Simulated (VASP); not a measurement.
```
CELL_PARAMETERS angstrom
      1.76705    -3.06062     0.00000
      1.76705     3.06062     0.00000
      0.00000     0.00000     5.45267
ATOMIC_POSITIONS crystal
  Er 0.33333 0.66667 0.25000
  Er 0.66667 0.33333 0.75000
```

Method: revTPSS meta-GGA, VASP's PBE PAW potentials (set 64) (plane waves; VASP). Settings: 520 eV cut-off, 13×13×8 Γ-centred mesh, tetrahedra with Blöchl corrections, potentials Er_3.

The 4f electrons are frozen in the core of the lanthanide potential, so 4f levels, which can set the real gap, and their magnetism are missing.

Q: Predict the energy per atom (σ→0), band gap (over mesh and band path) with the smallest direct gap where there is one.

A: 
```yaml
band gap (over mesh and band path): none (metal, semimetal or under 0.01 eV)
energy per atom (σ→0): 29.254 eV/atom
```

Only differences to runs with the same potentials and settings are physical.

The compound is Er in the hcp structure. It was relaxed first.
